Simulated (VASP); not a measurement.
Consider the following.

```
NiSi2
1.0
    0.00000     2.69323     2.69323
    2.69323     0.00000     2.69323
    2.69323     2.69323     0.00000
Si Ni
2 1
Direct
  0.25000   0.25000   0.25000
  0.75000   0.75000   0.75000
  0.00000   0.00000   0.00000
```

Computed with AM05 GGA, VASP's PBE PAW potentials (set 64) (plane waves; VASP). Settings: 520 eV cut-off, Gaussian smearing of 0.050 eV, potentials Si Ni.

Problem. What does the run give for the band gap (along the path) with the smallest direct gap where there is one?

Solution. 
```
Quantity                                                      Value
-------------------------  ----------------------------------------
band gap (along the path)  none (metal, semimetal or under 0.01 eV)
```

The absolute energy has meaning only against runs of the same code, potentials and settings.

The compound is NiSi2 in the fluorite structure. It was relaxed first. The run is not spin-polarised, so no magnetic state was tried.
